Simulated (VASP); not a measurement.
Given:

```
CELL_PARAMETERS angstrom
      0.00000     2.60000     2.60000
      2.60000     0.00000     2.60000
      2.60000     2.60000     0.00000
ATOMIC_POSITIONS crystal
  Mg 0.00000 0.00000 0.00000
  S  0.50000 0.50000 0.50000
```

Calculation: PBE GGA with D4 dispersion, VASP's PBE PAW potentials (set 64) (plane waves; VASP). Settings: 520 eV cut-off, 8×8×8 Γ-centred mesh, Gaussian smearing of 0.050 eV, potentials Mg S.

Energy and stress use the plane-wave basis of the starting cell.

**Question.** The ions, cell shape and volume are relaxed. Predict the relaxed structure.

**Answer.** 
```
CELL_PARAMETERS angstrom
      0.00000     2.58235     2.58235
      2.58235     0.00000     2.58235
      2.58235     2.58235     0.00000
ATOMIC_POSITIONS crystal
  Mg 0.00000 0.00000 0.00000
  S  0.50000 0.50000 0.50000
```
Space group Fm-3m (225), at a tolerance of 0.03 Å.

**Question.** How do energy and volume change from the first to the last step?

**Answer.** The energy (σ→0) changes by -1.8 meV/atom and the volume by -2.0 %, in 3 ionic steps.

The compound is MgS in the rock salt structure. This run relaxes it. Symmetry was kept, so distortions that lower it aren't found.
